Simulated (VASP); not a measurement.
# Li3C8 (P6/mmm) in VASP: further runs

The runs below take Li3C8 through relaxation of cell and atoms, single point, with PBE.

Everything below comes from runs of VASP 6.6.1. Logs are shortened: lines on timing, memory, paths and dates and some standing lists are left out, and cuts for length are marked.

## (1) The crystal as given

The structure is hexagonal, space group P6/mmm (No. 191). The conventional cell has a = 4.912 Å, b = 4.912 Å, c = 2.481 Å, α = 90.00°, β = 90.00°, γ = 120.00°. Li (site symmetry mmm) is surrounded by 12 C at 1.88 Å. C (site symmetry -6m2) has 3 C at 1.42 Å as nearest neighbours. C (site symmetry mm2) has 3 C at 1.42 Å as nearest neighbours.

The cell was built by a generator and needn't be a form met in nature.

## (2) Relaxation of cell and atoms, PBE

INCAR

```
SYSTEM = Li3C8
PREC     = Accurate       ! precision mode
ENCUT    = 600            ! plane-wave cutoff, eV
EDIFF    = 1E-6           ! SCF threshold, eV
ISMEAR   = 0              ! smearing method
SIGMA    = 0.1            ! smearing width, eV
LREAL    = .FALSE.        ! projectors in reciprocal space
LASPH    = .TRUE.         ! aspherical terms in the spheres
NELM     = 100            ! most SCF steps
ALGO     = Normal         ! electronic algorithm
ISIF     = 3              ! what is computed and relaxed
LWAVE    = .FALSE.        ! write WAVECAR
LCHARG   = .FALSE.        ! write CHGCAR
GGA      = PE             ! functional
IBRION   = 2              ! ionic algorithm
NSW      = 90             ! ionic steps
EDIFFG   = -0.04          ! ionic threshold
```

KPOINTS

```
regular mesh
0
G
  6 6 8
  0 0 0
```

POSCAR

```
Li3C8
1.0
    4.9120360200      0.0000000000      0.0000000000
   -2.4560180100      4.2539479800      0.0000000000
    0.0000000000      0.0000000000      2.4809523900
Li C
3 8
Direct
    0.5000000000      0.5000000000      0.5000000000
    0.0000000000      0.5000000000      0.5000000000
    0.5000000000      0.0000000000      0.5000000000
    0.3333333300      0.6666666700      0.0000000000
    0.3333333300      0.1666666700      0.0000000000
    0.8333333300      0.6666666700      0.0000000000
    0.8333333300      0.1666666700      0.0000000000
    0.1666666700      0.8333333300      0.0000000000
    0.1666666700      0.3333333300      0.0000000000
    0.6666666700      0.8333333300      0.0000000000
    0.6666666700      0.3333333300      0.0000000000
```

Potentials or basis: VASP PAW PBE potentials, release 64 (Li_sv, C).

Command:

```
$ cat potpaw_PBE.64/Li_sv/POTCAR potpaw_PBE.64/C/POTCAR > POTCAR
$ mpirun -np 1 vasp_std > vasp.out
```

OUTCAR:

```text
SYSTEM = Li3C8
   PREC = Accurate
   ENCUT = 600
   EDIFF = 1E-6
   ISMEAR = 0
   LREAL = .FALSE.
   LASPH = .TRUE.
   NELM = 100
   ISIF = 3
   GGA = PE
   IBRION = 2
   NSW = 90
   EDIFFG = -0.04

 ion  position               nearest neighbor table
   1  0.500  0.500  0.500-   6 1.88   9 1.88   6 1.88   9 1.88   5 1.88   5 1.88  10 1.88  10 1.88
                            11 1.88   4 1.88   4 1.88  11 1.88   2 2.46   2 2.46   3 2.46   3 2.46
   2  0.000  0.500  0.500-   4 1.88  11 1.88   4 1.88  11 1.88   8 1.88   7 1.88   8 1.88   7 1.88
                             6 1.88   9 1.88   9 1.88   6 1.88   1 2.46   1 2.46   3 2.46   3 2.46
   3  0.500  0.000  0.500-   7 1.88   8 1.88   7 1.88   8 1.88   4 1.88   4 1.88  11 1.88  11 1.88
                             5 1.88  10 1.88  10 1.88   5 1.88   1 2.46   2 2.46   1 2.46   2 2.46
   4  0.333  0.667  0.000-   8 1.42  10 1.42   9 1.42   2 1.88   2 1.88   3 1.88   3 1.88   1 1.88
                             1 1.88
   5  0.333  0.167  0.000-   9 1.42  11 1.42   8 1.42   1 1.88   1 1.88   3 1.88   3 1.88
   6  0.833  0.667  0.000-  10 1.42   8 1.42  11 1.42   1 1.88   1 1.88   2 1.88   2 1.88
   7  0.833  0.167  0.000-  11 1.42   9 1.42  10 1.42   3 1.88   3 1.88   2 1.88   2 1.88
   8  0.167  0.833  0.000-   4 1.42   6 1.42   5 1.42   3 1.88   3 1.88   2 1.88   2 1.88
   9  0.167  0.333  0.000-   5 1.42   7 1.42   4 1.42   1 1.88   1 1.88   2 1.88   2 1.88
  10  0.667  0.833  0.000-   6 1.42   4 1.42   7 1.42   1 1.88   1 1.88   3 1.88   3 1.88
  11  0.667  0.333  0.000-   7 1.42   5 1.42   6 1.42   2 1.88   2 1.88   3 1.88   3 1.88   1 1.88
                             1 1.88

  LATTYP: Found a hexagonal cell.
 ALAT       =     4.9120360200
 C/A-ratio  =     0.5050761802

  Lattice vectors:

 A1 = (   4.9120360200,   0.0000000000,   0.0000000000)
 A2 = (  -2.4560180100,   4.2539479800,   0.0000000000)
 A3 = (   0.0000000000,   0.0000000000,   2.4809523900)

Analysis of symmetry for initial positions (statically):
=====================================================================
 Subroutine PRICEL returns:
 Original cell was already a primitive cell.

 Routine SETGRP: Setting up the symmetry group for a
 hexagonal supercell.

 Subroutine GETGRP returns: Found 24 space group operations
 (whereof 24 operations were pure point group operations)
 out of a pool of 24 trial point group operations.

The static configuration has the point symmetry D_6h.

Analysis of symmetry for dynamics (positions and initial velocities):
=====================================================================
 Subroutine PRICEL returns:
 Original cell was already a primitive cell.

 Routine SETGRP: Setting up the symmetry group for a
 hexagonal supercell.

 Subroutine GETGRP returns: Found 24 space group operations
 (whereof 24 operations were pure point group operations)
 out of a pool of 24 trial point group operations.

The dynamic configuration has the point symmetry D_6h.

 Subroutine INISYM returns: Found 24 space group operations
 (whereof 24 operations are pure point group operations),
 and found     1 'primitive' translations
[... 121 lines left out ...]
   POTIM  = 0.5000    time-step for ionic-motion
   TEBEG  =    0.0;   TEEND  =   0.0 temperature during run
   PSTRESS=    0.0 pullay stress
   NELECT =      41.0000    total number of electrons
   NUPDOWN=      -1.0000    fix difference up-down
   EMIN   =  10.00;   EMAX   =-10.00  energy-range for DOS
   EFERMI =   0.00;   METHOD = LEGACY
   ISMEAR =     0;   SIGMA  =   0.10  broadening in eV -4-tet -1-fermi 0-gaus
   EFERMI_NEDOS =   21; number of points for ismear=-14 and -15
   IALGO  =     38    algorithm
   IMIX   =      4    mixing-type and parameters
     AMIX     =   0.40;   BMIX     =  1.00
     AMIX_MAG =   1.60;   BMIX_MAG =  1.00
  volume/ion in A,a.u.               =       4.71        31.80
  Fermi-wavevector in a.u.,A,eV,Ry     =   1.513952  2.860954 31.185237  2.292050
  Thomas-Fermi vector in A             =   2.623674
   LORBIT       =      0    0 simple, 1 ext, 2 COOP (PROOUT), +10 PAW based schemes
   GGA     = PE    functional components
   LHFCALC =     F    Hartree Fock is set to
   AEXX    =    0.0000 exact exchange contribution
   IVDW    =     0    specifies the selected vdW correction
   LEPSILON=     F    determine dielectric tensor
   LRPA    =     F    only Hartree local field effects (RPA)
 conjugate gradient relaxation of ions
 non-spin polarized calculation
 Gauss-broadening in eV      SIGMA  =   0.10
  energy-cutoff  :      600.00
  volume of cell :       51.84
 maximum number of plane-waves:      1754
 NGX is ok and might be reduce to    40
   NGX = 19   NGY = 19   NGZ =  9

--------------------------------------- Ionic step        1  -------------------------------------------

 number of electron      41.0000016 magnetization

 Free energy of the ion-electron system (eV)
  ---------------------------------------------------
  ext. energy  EPLUGINS =         0.00000000
  ---------------------------------------------------
  free energy    TOTEN  =       -69.07516505 eV

  energy without entropy =      -69.06821990  energy(sigma->0) =      -69.07169248

 E-fermi :  13.2314     XC(G=0): -13.5592

 val. band max:       13.1624446408   @ k =   0.3333   0.1667   0.1250
 cond. band min:      13.3221639739   @ k =   0.3333   0.3333   0.0000
 fundamental gap:      0.1597193331
 Fermi energy:        13.2313597711

 k-point     1 :       0.0000    0.0000    0.0000
  band No.  band energies     occupation
      1     -35.1417      2.00000
      2     -34.9746      2.00000
      3     -34.9746      2.00000
      4      -9.9529      2.00000
      5      -6.2646      2.00000
      6      -5.4027      2.00000
[... 815 lines left out ...]
  FREE ENERGIE OF THE ION-ELECTRON SYSTEM (eV)
  ---------------------------------------------------
  free  energy   TOTEN  =       -75.2078231762 eV

  energy  without entropy=      -75.2043295171  energy(sigma->0) =      -75.20607635

[... ionic steps 4 to 7 ...]

--------------------------------------- Ionic step        8  -------------------------------------------

 number of electron      41.0000065 magnetization

------------------------ aborting loop because EDIFF is reached ----------------------------------------
[... 85 lines left out ...]
--------------------------------------- Ionic step       10  -------------------------------------------

 number of electron      41.0000065 magnetization

 Free energy of the ion-electron system (eV)
  ---------------------------------------------------
  ext. energy  EPLUGINS =         0.00000000
  ---------------------------------------------------
  free energy    TOTEN  =       -77.95528699 eV

  energy without entropy =      -77.94634203  energy(sigma->0) =      -77.95081451

 E-fermi :   8.6722     XC(G=0): -11.3832

 val. band max:        8.6536249821   @ k =   0.1667   0.1667   0.3750
 cond. band min:       8.6745892984   @ k =   0.3333   0.0000   0.1250
 fundamental gap:      0.0209643163
 Fermi energy:         8.6722217058

 k-point     1 :       0.0000    0.0000    0.0000
  band No.  band energies     occupation
      1     -39.3216      2.00000
      2     -39.2509      2.00000
      3     -39.2509      2.00000
      4     -12.4868      2.00000
      5      -7.9770      2.00000
      6      -7.6310      2.00000
[... 725 lines left out ...]
  FREE ENERGIE OF THE ION-ELECTRON SYSTEM (eV)
  ---------------------------------------------------
  free  energy   TOTEN  =       -77.9552869866 eV

  energy  without entropy=      -77.9463420307  energy(sigma->0) =      -77.95081451

 reached required accuracy - stopping structural energy minimisation
```

OSZICAR:

```text
N       E                     dE             d eps       ncg     rms          rms(c)
DAV:   1     0.254714941313E+03    0.25471E+03   -0.23929E+04  1820   0.190E+03
DAV:   2    -0.510027254557E+02   -0.30572E+03   -0.29794E+03  2202   0.431E+02
DAV:   3    -0.728140814871E+02   -0.21811E+02   -0.21685E+02  3212   0.909E+01
[... 94 lines left out ...]
DAV:   1    -0.779552750664E+02   -0.12066E-02   -0.13857E-01  1844   0.232E+00    0.957E-02
DAV:   2    -0.779553749427E+02   -0.99876E-04   -0.30556E-03  2414   0.356E-01    0.622E-02
DAV:   3    -0.779552921324E+02    0.82810E-04   -0.44599E-04  2346   0.137E-01    0.195E-02
DAV:   4    -0.779552873502E+02    0.47822E-05   -0.10370E-04  2304   0.577E-02    0.135E-02
DAV:   5    -0.779552869866E+02    0.36356E-06   -0.72201E-06  2410   0.157E-02
  10 F= -.77955287E+02 E0= -.77950815E+02  d E =-.882787E-03
```

Run time: 4.6 min. Hardware: 1 thread of Intel Xeon Platinum 8488C (Sapphire Rapids), shared host; peak memory 0.19 GiB.

Results:

| Property | Result |
| --- | --- |
| Free energy | -77.9553 eV |
| Relaxed volume | 6.96 Å³/atom |
| Relaxed cell | a = 5.096 Å, b = 5.096 Å, c = 3.402 Å, α = 90.00°, β = 90.00°, γ = 120.00° |
| Space group after relaxing (to 0.05 Å) | P6/mmm (No. 191) |
| Energy gained by relaxing | 807.3 meV/atom |
| Ionic steps | 10 |
| Pressure after relaxing | 0.0 GPa |
| Band gap on the k mesh | none (metal or under the smearing width) |

Step by step:
| step | energy change (eV) | largest force (eV/Å) | pressure (GPa) | volume (Å³) |
| --- | --- | --- | --- | --- |
| 1 | 0.0000 | 1.5036 | 113.06 | 51.84 |
| 2 | -5.3684 | 1.3679 | -31.37 | 80.74 |
| 3 | -6.1327 | 1.2226 | -8.16 | 70.77 |
| 4 | -8.7521 | 0.2136 | 5.86 | 73.32 |
| 5 | -8.7955 | 0.1925 | 10.25 | 73.70 |
| 6 | -8.8024 | 0.1094 | 9.35 | 73.63 |
| 7 | -8.8547 | 0.1285 | -4.95 | 78.22 |
| 8 | -8.8792 | 0.1207 | -0.04 | 76.52 |
| 9 | -8.8789 | 0.1422 | 0.04 | 76.54 |
| 10 | -8.8801 | 0.0005 | -0.01 | 76.53 |

Final structure:
```xyz
11
Lattice="5.0964 0.0000 0.0000 -2.5482 4.4136 0.0000 0.0000 0.0000 3.4025" Properties=species:S:1:pos:R:3 pbc="T T T"
Li    1.2741    2.2068    1.7012
Li   -1.2741    2.2068    1.7012
Li    2.5482    0.0000    1.7012
C     0.0000    2.9424    0.0000
C     1.2663    0.7311    0.0000
C     2.5482    2.9514    0.0000
C     3.8301    0.7311    3.4025
C    -1.2819    3.6825    0.0000
C     0.0000    1.4622    0.0000
C     1.2819    3.6825    0.0000
C     2.5482    1.4712    0.0000
```

Caveat: the cutoff is under 1.25 times the usual one of these potentials, so pressure, stress and relaxed cells hold a basis-set (Pulay) error; the volume moved by over 15 % at a fixed basis, so the end points are rough.

## (3) Single point, PBE

INCAR

```
ALGO = Normal
EDIFF = 1E-7
ENCUT = 520
GGA = PE
ISIF = 2
ISMEAR = 0
LASPH = T
LCHARG = T
LELF = T
LREAL = F
LVHAR = T
LWAVE = F
NBANDS = 32
NELM = 100
PREC = Accurate
SIGMA = 0.1
```

KPOINTS

```
k-points
0
Gamma
  6 6 8
```

POSCAR is that of step 2.

Potentials or basis: VASP PAW PBE potentials, release 64 (Li_sv, C).

Command:

```
$ cat potpaw_PBE.64/Li_sv/POTCAR potpaw_PBE.64/C/POTCAR > POTCAR
$ mpirun -np 1 vasp_std > vasp.out
```

It took 58 s on 1 thread of Intel Xeon Platinum 8488C (Sapphire Rapids), shared host; peak memory 0.18 GiB.

The run converged. Its results:

```yaml
Free_energy: -69.0441 eV
Largest_force: 1.505 eV/Å
Band_gap_on_the_k_mesh: none (metal or under the smearing width)
```

Forces on the atoms (eV/Å):
```
Li   0.000  0.000  0.000
Li   0.000  0.000  0.000
Li   0.000  0.000  0.000
C    0.000  0.000  0.000
C   -1.304 -0.753  0.000
C    0.000  1.505  0.000
C    1.304 -0.753  0.000
C   -1.304  0.753  0.000
C    0.000 -1.505  0.000
C    1.304  0.753  0.000
C    0.000  0.000  0.000
```

Levels at points of the mesh, in eV from the Fermi level:
```
           k point  band 18  band 19  band 20  band 21  band 22  band 23  band 24  band 25
(0.00, 0.00, 0.00)    -1.93    -1.93     1.64     1.64     2.18     2.55     2.88     2.88
(0.50, 0.00, 0.00)    -2.60    -2.35     2.71     2.78     2.85     3.10     6.70     6.82
(0.00, 0.00, 0.50)    -5.67    -5.67    -4.29    -3.28    -3.28     4.20     4.20     5.12
(0.50, 0.00, 0.50)    -7.94    -7.66    -4.06    -3.72     1.46     1.47     4.68     5.31
```

Caveat: the cutoff is under 1.25 times the usual one of these potentials, so pressure, stress and relaxed cells hold a basis-set (Pulay) error; a pressure of tens of GPa on the cell as given is suspect, and the run, the potentials or the cell itself is likely at fault; forces of over 1 eV/Å show positions far from the minimum, so gaps and moduli don't describe the material at rest.
